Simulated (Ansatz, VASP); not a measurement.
# Cross-check of NaCl (Halite) between VASP and Ansatz

Wanted: the spread between two codes on one cell, functional and k mesh. The cell is taken from a series of runs on this material, whose earlier steps may have relaxed, scaled, displaced or heated it; both programs get it as it stands.

Program: Ansatz 0.2.0. Level of theory: plane waves, with VASP 6.6.1 beside it; dielectric response at PBE. Results are calculated unless marked as measured.

### 1. Starting point

Symmetry: Fm-3m, No. 225, cubic system. Conventional cell: a = 5.640 Å, b = 5.640 Å, c = 5.640 Å, α = 90.00°, β = 90.00°, γ = 90.00°. Na has 6 Cl at 2.82 Å nearest. Cl has 6 Na at 2.82 Å nearest. Farther neighbours and most contacts between anions are not listed.

### 2. Ansatz: dielectric response, PBE

Ansatz runs on its default PAW (the set named soft_2) files.

The response to a field tests empty states and converges slowly with the mesh.

Contents of input.yaml:

```yaml
crystal:
  lattice:
    - [0.0, 2.82005, 2.82005]
    - [2.82005, 0.0, 2.82005]
    - [2.82005, 2.82005, 0.0]
  atoms:
    - { symbol: Na, position: [0.0, 0.0, 0.0] }
    - { symbol: Cl, position: [0.5, 0.5, 0.5] }
kpoints:
  mp_grid: { grid: [6, 6, 6] }
hamiltonian:
  xc: pbe
scf:
  occupations: { method: fixed }
dielectric: {}
```

The run is started by

```
> ansatz run input.yaml --threads 3 --pin off --max-ram 92160MiB --backend cuda --events-out ev --progress --plain --runs-dir out --devices 1 --max-vram 13GiB
```

Numbers of over 12 decimals in the logs are rounded to 6 here.

The log of the run:

```text
GPUs: using 1 of 1 available (devices: 1).
Engine: ansatz 0.2.0, x86_64-unknown-linux-gnu
Pseudopotentials: kind: paw
Pseudopotential: Na, paw, valence charge 9, recommended cutoff 420 eV (normal), Na.paw.azcp
Pseudopotential: Cl, paw, valence charge 7, recommended cutoff 420 eV (normal), Cl.paw.azcp
Functional definition: PBE
  parameter kappa = 0.804
  parameter beta = 0.066725
  exchange = pbe_x(kappa = kappa, mu = beta*pi^2/3)
  correlation = pbe_c(beta = beta)
device memory: the entry about to start is reckoned to put 0.6 GiB on a device that reports 30.9 GiB free (of which the cap on the GPU budget leaves the run 13.0 GiB)
GPU FFT provider: cuFFT
GPU libraries: cuBLAS 13.8.2, cuFFT 12.4.0, cuSOLVER 12.3.4
Crystal: 2 atoms, lattice volume = 44.854 Å³
Basis set: ecut = 420 eV, 893 PW (Γ), exchange–correlation on 54×54×54 points (8 copies of the dense FFT grid, shifted against one another)
Bands: 12, of which v1, the nominal top of the filled ones, is band 8 counted from 1 (7 counted from 0)
Symmetry: 48 space group operations
k-points: 30 of 216 (irreducible under 8 space group operations, time reversal used)
Non-local potential: Na, projectors of the file, l = 0: 3, l = 1: 2, l = 2: 1
Non-local potential: Cl, projectors of the file, l = 0: 2, l = 1: 2, l = 2: 2
PAW form: soft (Blöchl's): semilocal exchange-correlation on the pseudo side does not see the compensation charge
PAW one-centre angular grid: Na, 110 points (default); XC on 64 Gauss nodes
PAW one-centre angular grid: Cl, 110 points (default); XC on 64 Gauss nodes
Initial density: superposition of atomic densities (neutral atoms: chi_scale 0, normalization atom), corrected by the library's trained network
Initial wavefunctions: pseudopotential atomic-orbital guess
GPU buffer pool allocated for 19683 grid points (all kernels)
GPU transforms: local potential and band sums: pruned to the plane-wave sphere, on 27×27×27
Functional: x = pbe(κ = 0.804, μ = 0.219515), c = pbe(β = 0.066725)
SCF iter   1: F=—  HF=-2569.552079 eV  |F-HF|=—  |Δ(HF+E_count)|=         —  Δρ=9.39e-4  dr2=5.51e-4  ethr=1.77e-3  ⟨swp⟩=5.0  Hψ=1834  notcnv=0  defer=49
preconditioner: auto → none  [insulator: Δε(μ)=5.105 eV  Ē_g=20.939 eV  n_scr=14 (ndim 8)  ℏωp=20.7 eV  f_vac=0.033  ε∞_Penn≈2.0]
SCF iter   2: F=—  HF=-2569.552161 eV  |F-HF|=—  |Δ(HF+E_count)|=   8.19e-5  Δρ=1.05e-3  dr2=7.53e-4  ethr=3.44e-6  ⟨swp⟩=2.0  Hψ=873  notcnv=0  defer=58
SCF iter   3: F=—  HF=-2569.551956 eV  |F-HF|=—  |Δ(HF+E_count)|=   2.05e-4  Δρ=5.23e-4  dr2=1.92e-4  ethr=3.44e-6  ⟨swp⟩=2.0  Hψ=419  notcnv=0  defer=58
SCF iter   4: F=—  HF=-2569.551901 eV  |F-HF|=—  |Δ(HF+E_count)|=   5.43e-5  Δρ=1.98e-4  dr2=2.80e-5  ethr=1.20e-6  ⟨swp⟩=2.2  Hψ=435  notcnv=0  defer=10
SCF iter   5: F=—  HF=-2569.551895 eV  |F-HF|=—  |Δ(HF+E_count)|=   6.50e-6  Δρ=4.47e-5  dr2=1.38e-6  ethr=1.75e-7  ⟨swp⟩=2.0  Hψ=461  notcnv=0
SCF iter   6: F=—  HF=-2569.551938 eV  |F-HF|=—  |Δ(HF+E_count)|=   4.31e-5  Δρ=2.73e-5  dr2=5.45e-7  ethr=8.61e-9  ⟨swp⟩=1.0  Hψ=360  notcnv=0
SCF iter   7: F=—  HF=-2569.551938 eV  |F-HF|=—  |Δ(HF+E_count)|=   1.43e-7  Δρ=1.25e-5  dr2=1.12e-7  ethr=3.40e-9  ⟨swp⟩=2.0  Hψ=474  notcnv=0
SCF iter   8: F=—  HF=-2569.551938 eV  |F-HF|=—  |Δ(HF+E_count)|=   3.44e-8  Δρ=3.57e-6  dr2=9.07e-9  ethr=6.99e-10  ⟨swp⟩=2.0  Hψ=443  notcnv=0
SCF iter   9: F=—  HF=-2569.551938 eV  |F-HF|=—  |Δ(HF+E_count)|=   3.03e-9  Δρ=5.61e-7  dr2=2.23e-10  ethr=5.67e-11  ⟨swp⟩=2.0  Hψ=473  notcnv=0
SCF iter  10: F=-2569.551938 eV  HF=-2569.551938 eV  |F-HF|=9.09e-13  |Δ(HF+E_count)|=  7.91e-11  Δρ=1.34e-8  dr2=3.08e-14  ethr=1.00e-12  ⟨swp⟩=4.0  Hψ=1507  notcnv=0
SCF 1 converged in 10 iterations: F = -2569.551938 eV  dr2 = 3.08e-14
  greatest PAW one-centre occupation: 0.999 electrons in one spin orbital (limit 2), on the Na atom at site 0 (counted from 0), in its partial waves of l = 0
the response reads at least the filled bands of the reference SCF and the lowest empty band at each k-point, and that SCF's band table does not vouch for those bands. The notice of the band table in this run's record says why
device memory: the entry about to start is reckoned to put 0.3 GiB on a device that reports 27.6 GiB free (of which the cap on the GPU budget leaves the run 13.0 GiB)
NSCF: frozen V_eff on 1 k-points
device memory: the entry about to start is reckoned to put 0.3 GiB on a device that reports 27.2 GiB free (of which the cap on the GPU budget leaves the run 13.0 GiB)
NSCF: frozen V_eff on 1 k-points
device memory: the entry about to start is reckoned to put 0.1 GiB on a device that reports 26.7 GiB free (of which the cap on the GPU budget leaves the run 13.0 GiB)
device memory: the entry about to start is reckoned to put 0.7 GiB on a device that reports 26.5 GiB free (of which the cap on the GPU budget leaves the run 13.0 GiB)
DFPT response loops at Γ: preconditioner auto → none (the input reference at scf.mixing.eps_inf says where Resta's filter doesn't serve); β = 0.50; Broyden in place of MSR1
── the response to a field inside a basis, on 6×6×6 k-points: an SCF that follows is theirs, and a resumed run solves both again ──
device memory: the entry about to start is reckoned to put 0.2 GiB on a device that reports 23.4 GiB free (of which the cap on the GPU budget leaves the run 13.0 GiB)
GPU FFT provider: cuFFT
GPU libraries: cuBLAS 13.8.2, cuFFT 12.4.0, cuSOLVER 12.3.4
Bands: 9, of which v1, the nominal top of the filled ones, is band 8 counted from 1 (7 counted from 0)
k-points: 28 of 216 (irreducible under 12 space group operations)
Initial density: handed on by an earlier stage of this run
Initial wavefunctions: pseudopotential atomic-orbital guess (no wavefunctions were taken with the density)
GPU buffer pool allocated for 19683 grid points (all kernels)
GPU transforms: band sums: pruned to the plane-wave sphere, on 27×27×27
Eigensolver: Dense (28 Hₖ)
SCF iter   1: F=—  HF=-2569.550653 eV  |F-HF|=—  |Δ(HF+E_count)|=         —  Δρ=1.17e-4  dr2=8.31e-7  ethr=1.00e-1
preconditioner: auto → none  [insulator: Δε(μ)=5.360 eV  Ē_g=18.833 eV  n_scr=14 (ndim 8)  ℏωp=20.7 eV  f_vac=0.032  ε∞_Penn≈2.2]
SCF iter   2: F=—  HF=-2569.550654 eV  |F-HF|=—  |Δ(HF+E_count)|=   1.66e-6  Δρ=5.40e-5  dr2=1.63e-7  ethr=5.19e-9
SCF iter   3: F=-2569.550655 eV  HF=-2569.550655 eV  |F-HF|=2.70e-8  |Δ(HF+E_count)|=   6.23e-7  Δρ=1.15e-5  dr2=7.46e-9  ethr=1.02e-9
SCF 1 converged in 3 iterations: F = -2569.550655 eV  dr2 = 7.46e-9
device memory: the entry about to start is reckoned to put 0.1 GiB on a device that reports 24.3 GiB free (of which the cap on the GPU budget leaves the run 13.0 GiB)
device memory: the entry about to start is reckoned to put 0.3 GiB on a device that reports 23.6 GiB free (of which the cap on the GPU budget leaves the run 12.9 GiB)
DFPT response loops at Γ: mixed as the last ones told, above
SCF converged after 10 iterations
Free energy (F): -2569.551938 eV
Harris-Foulkes:  -2569.551938 eV  (|F-HF|=9.09e-13)
Internal energy: -2569.551938 eV  (E = F + TS)
E sigma→0 (E₀):  -2569.551938 eV
Fermi energy:    1.104315 eV
--- Per-component energies (eV) ---
  E_band       = -234.654570
  E_kinetic    = 283.103143
  E_local      = -1529.749972  (includes V_loc(G=0)·N_el)
  E_nonlocal   = 143.578552
  E_hartree    = 539.290350
  E_xc         = -147.093999
  E_vxc        = -173.387955  (∫ρ·V_xc dr)
  E_paw        = -922.543033  (= ΣΔE_a)
  E_vpaw       = -36.779105  (= ΣTr[D̂ρ^β])
  E_aug_tail   = 0.000073  (compensation charges beyond the density's cutoff)
  E_ewald      = -936.137051
  E_smearing   = -0.000000  (= −TS)
  E_closure    = 0.000000  (closes the sum)
  Σ components = -2569.551938   (vs F -2569.551938, Δ=0.00e0)
--- Band table (eV; the first three rows and the last of 30) ---
  k-point 0: bands = [... 4 lower, -11.5518, 1.1043, 1.1043, 1.1043, 6.2116, 12.1377, 12.1377, 12.1377]
  k-point 1: bands = [... 4 lower, -11.4718, 0.5050, 1.0355, 1.0355, 7.0238, 11.3795, 12.4140, 12.4140]
  k-point 2: bands = [... 4 lower, -11.3051, -0.4235, 0.9043, 0.9043, 8.1439, 11.1654, 12.2203, 12.2203]
  k-point 29: bands = [... 4 lower, -11.1575, -0.3282, 0.1957, 0.3912, 9.4631, 9.9685, 11.5884, 13.1179]
--- Dielectric response (ions clamped): 3 representative field directions + reference, inside a basis on a mesh of 216 k-points (Σ response iterations 12) ---
  ε∞ (high-frequency dielectric tensor):
        2.504332    -0.000000    -0.000000
       -0.000000     2.504332     0.000000
       -0.000000     0.000000     2.504332
  Born effective charges Z* (e; rows j = field, columns β = displacement):
    site 0:
         1.09804   -0.00000    0.00000
        -0.00000    1.09804   -0.00000
        -0.00000   -0.00000    1.09804
    site 1:
        -1.09804    0.00000   -0.00000
         0.00000   -1.09804    0.00000
         0.00000    0.00000   -1.09804
  Z* charge neutrality: 9.247e-5 e pre-enforcement
  solved inside a basis spanned on kpoints, on 6×6×6 k-points, its susceptibility summed on 10×10×10: ε∞ is read to err by 4.7e-3, Z* by 9.4e-3 e (field_mesh: kpoints solves on kpoints); Z* is corrected for what the basis lacks
```

Reading the cycles: dr2 is the Hartree energy of the density residual (eV), the measure of convergence; HF is the Harris–Foulkes estimate of the energy, which meets the free energy F at convergence.

(Part 1 of 2 ends here.)

[Lines on the potential files, build, host, timing and source positions are cut from VASP's logs without a mark.]

[Logs are printed without paths, hosts, clocks, repeated set-up lines and the standing remarks that a program may print on its own settings, such as how far it seeks lower states.]

[Hosts, paths, dates, database ids (printed as entryN), source tags and the programs' standing remarks are cut or masked in the printed files.]
